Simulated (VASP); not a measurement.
The system is LiLa2VO6.

```xyz
10
Lattice="0.0000 3.8646 3.8646 3.8646 0.0000 3.8646 3.8646 3.8646 0.0000" Properties=species:S:1:pos:R:3 pbc="T T T"
Li    3.8646    3.8646    3.8646
La    1.9323    1.9323    1.9323
La    5.7970    5.7970    5.7970
V     0.0000    0.0000    0.0000
O     1.8790    3.8646    3.8646
O     5.8503    3.8646    3.8646
O     3.8646    1.8790    3.8646
O     3.8646    5.8503    3.8646
O     3.8646    3.8646    1.8790
O     3.8646    3.8646    5.8503
```

The cell is a database's computed one.

| Item | Value |
| --- | --- |
| Program | VASP 6.6.1 |
| Task | relaxation of cell and atoms |
| Functional | PBEsol |
| Potentials or basis | VASP PAW PBE potentials, release 64 (Li_sv, La, V_sv, O) |
| Cutoff | 600 eV |
| k mesh | 6 × 6 × 6 |
| Occupations | gaussian, width 0.03 eV |
| Spin | no spin polarisation |

At the start: pressure -8.6 GPa; volume 11.54 Å³/atom.

Problem. Where does the relaxation end?

Solution. Over 7 steps the energy falls by 15.8 meV/atom and the volume is 10.98 Å³/atom (-4.9 %); space group Fm-3m (No. 225, to 0.05 Å).

Step by step:
```csv
step,energy change (eV),largest force (eV/Å),pressure (GPa),volume (Å³)
1,0.0000,0.4948,-8.61,115.44
2,0.1011,1.5084,11.73,105.39
3,-0.1457,0.2865,-0.74,110.88
4,-0.1580,0.0170,-0.14,109.83
5,-0.1580,0.0133,-0.14,109.84
6,-0.1580,0.0143,0.19,109.68
7,-0.1580,0.0025,0.01,109.78
```

Final structure:
```
Li La V O
1.0
     0.00000    3.80039    3.80039
     3.80039    0.00000    3.80039
     3.80039    3.80039    0.00000
Li La V O
1 2 1 6
Cartesian
  3.8004 3.8004 3.8004
  1.9002 1.9002 1.9002
  5.7006 5.7006 5.7006
  0.0000 0.0000 0.0000
  1.8489 3.8004 3.8004
  5.7519 3.8004 3.8004
  3.8004 1.8489 3.8004
  3.8004 5.7519 3.8004
  3.8004 3.8004 1.8489
  3.8004 3.8004 5.7519
```

Caveat: the cutoff is under 1.25 times the usual one of these potentials, so pressure, stress and relaxed cells hold a basis-set (Pulay) error; the PAW data sets were made with another functional, which shifts forces and pressure a little.
